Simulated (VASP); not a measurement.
Given:

```xyz
1
Lattice="-1.7799 1.7799 1.7799 1.7799 -1.7799 1.7799 1.7799 1.7799 -1.7799" Properties=species:S:1:pos:R:3 pbc="T T T"
Li     0.0000     0.0000     0.0000
```

Method: PBE GGA, VASP's PBE PAW potentials (set 64) (plane waves; VASP 6.6.1). Numerical set-up: 725 eV cut-off, 13×13×13 Γ-centred mesh, first-order Methfessel-Paxton smearing of 0.10 eV, potentials Li_sv.

Q: Give the stress tensor in GPa (positive for a compressed cell).

A: 
```
-1.40   0.00   0.00
 0.00  -1.40   0.00
 0.00   0.00  -1.40
```
The pressure is its mean diagonal, -1.40 GPa.

The compound is Li in the bcc structure. The cell was not relaxed at this level. The run is one of a series of settings (ENCUT = 725 against the base run), some of them coarse on purpose.
